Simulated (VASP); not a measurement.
Consider the following.

```
CELL_PARAMETERS angstrom
      1.84688    -3.19889     0.00000
      1.84688     3.19889     0.00000
      0.00000     0.00000     5.88353
ATOMIC_POSITIONS crystal
  Zr 0.00000 0.00000 0.00000
  S  0.33333 0.66667 0.25011
  S  0.66667 0.33333 0.74989
```

All values below come from optB86b-vdW, VASP's PBE PAW potentials (set 64) (plane waves; VASP). Run with 520 eV cut-off, 7×7×4 Γ-centred mesh, Gaussian smearing of 0.050 eV, potentials Zr_sv S.

Task: The ions and cell shape at fixed volume are relaxed. Predict the relaxed structure.

Result: 
```
CELL_PARAMETERS angstrom
      1.83460    -3.17761     0.00000
      1.83460     3.17761     0.00000
      0.00000     0.00000     5.96257
ATOMIC_POSITIONS crystal
  Zr 0.00000 0.00000 0.00000
  S  0.33333 0.66667 0.24430
  S  0.66667 0.33333 0.75570
```
Space group P-3m1 (164), at a tolerance of 0.03 Å.

Task: How much energy does the relaxation gain?

Result: The energy (σ→0) changes by -4.1 meV/atom, in 6 ionic steps.

The compound is ZrS2 in the 1T layered structure. This cell is one point of a volume scan, at 1.03 of the reference volume. Symmetry was kept, so distortions that lower it aren't found.
